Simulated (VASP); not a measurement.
Set up this calculation in VASP 6.6.1, as the native input.

| Property | Result |
| --- | --- |
| Task | band structure |
| Functional | PBE |
| Potentials or basis | VASP PAW PBE potentials, release 64 (Ta_pv, Se, F) |
| Cutoff | 520 eV |
| k mesh | 5 × 5 × 5 |
| Occupations | fermi-dirac, width 0.05 eV |
| Spin | no spin polarisation |
| Further INCAR settings | ALGO = Normal; EDIFF = 1e-06 |

The structure of TaSeF lies in POSCAR:

```
TaSeF
1.0
    3.6698000000      0.0000000000      0.0000000000
    0.0000000000      3.6698000000      0.0000000000
    0.0000000000      0.0000000000      4.1453100000
Ta Se F
1 1 1
Direct
    0.0000000000      0.0000000000      0.5000000000
    0.5000000000      0.5000000000      0.5000000000
    0.0000000000      0.0000000000      0.0000000000
```

The cell was built by a generator and needn't be a form met in nature.

These files were run (other wordings do the same):

INCAR

```
SYSTEM = TaSeF
PREC = Accurate ; ENCUT = 520
EDIFF = 1E-6 ; ISMEAR = -1
SIGMA = 0.05 ; LREAL = .FALSE.
LASPH = .TRUE. ; NELM = 100
ALGO = Normal ; ISIF = 2
LWAVE = .FALSE. ; LCHARG = .FALSE.
LMAXMIX = 4 ; GGA = PE
```

KPOINTS

```
Automatic mesh
0
G
  5 5 5
  0 0 0
```

KPOINTS_OPT

```
path GXMGZRAZ,XR,MA
15
line-mode
reciprocal
 0.0000000000  0.0000000000  0.0000000000  G
 0.0000000000  0.5000000000  0.0000000000  X

 0.0000000000  0.5000000000  0.0000000000  X
 0.5000000000  0.5000000000  0.0000000000  M

 0.5000000000  0.5000000000  0.0000000000  M
 0.0000000000  0.0000000000  0.0000000000  G

 0.0000000000  0.0000000000  0.0000000000  G
 0.0000000000  0.0000000000  0.5000000000  Z

 0.0000000000  0.0000000000  0.5000000000  Z
 0.0000000000  0.5000000000  0.5000000000  R

 0.0000000000  0.5000000000  0.5000000000  R
 0.5000000000  0.5000000000  0.5000000000  A

 0.5000000000  0.5000000000  0.5000000000  A
 0.0000000000  0.0000000000  0.5000000000  Z

 0.0000000000  0.5000000000  0.0000000000  X
 0.0000000000  0.5000000000  0.5000000000  R

 0.5000000000  0.5000000000  0.0000000000  M
 0.5000000000  0.5000000000  0.5000000000  A
```

Potentials or basis: VASP PAW PBE potentials, release 64 (Ta_pv, Se, F).

Launch:

```bash
$ cat potpaw_PBE.64/Ta_pv/POTCAR potpaw_PBE.64/Se/POTCAR potpaw_PBE.64/F/POTCAR > POTCAR
$ mpirun -np 1 vasp_std > vasp.out
```

Results of the run:

| Property | Result |
| --- | --- |
| Pressure | 0.0 GPa |
| Band gap along the path | none (metal or under the smearing width) |

Caveat: spin-orbit coupling is left out, which moves the levels of the heavy elements.

Wall time 38 s on 1 thread of Intel(R) Xeon(R) Platinum 8488C (Sapphire Rapids), on a shared host, peak memory 0.18 GiB.
